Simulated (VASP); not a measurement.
```
CELL_PARAMETERS angstrom
      0.00000     1.79923     1.79923
      1.79923     0.00000     1.79923
      1.79923     1.79923     0.00000
ATOMIC_POSITIONS crystal
  C  0.00000 0.00000 0.00000
  C  0.25000 0.25000 0.25000
```

Method: r2SCAN meta-GGA, VASP's PBE PAW potentials (set 64) (plane waves; VASP). Numerical set-up: 520 eV cut-off, 13×13×13 Γ-centred mesh, Gaussian smearing of 0.050 eV, potentials C.

**Question.** Predict the energy per atom (σ→0), pressure.

**Answer.** 
The energy per atom (σ→0) is -9.822 eV/atom and the pressure is -12.61 GPa.

The compound is C in the diamond structure. This cell is one point of a volume scan, at 1.03 of the reference volume.
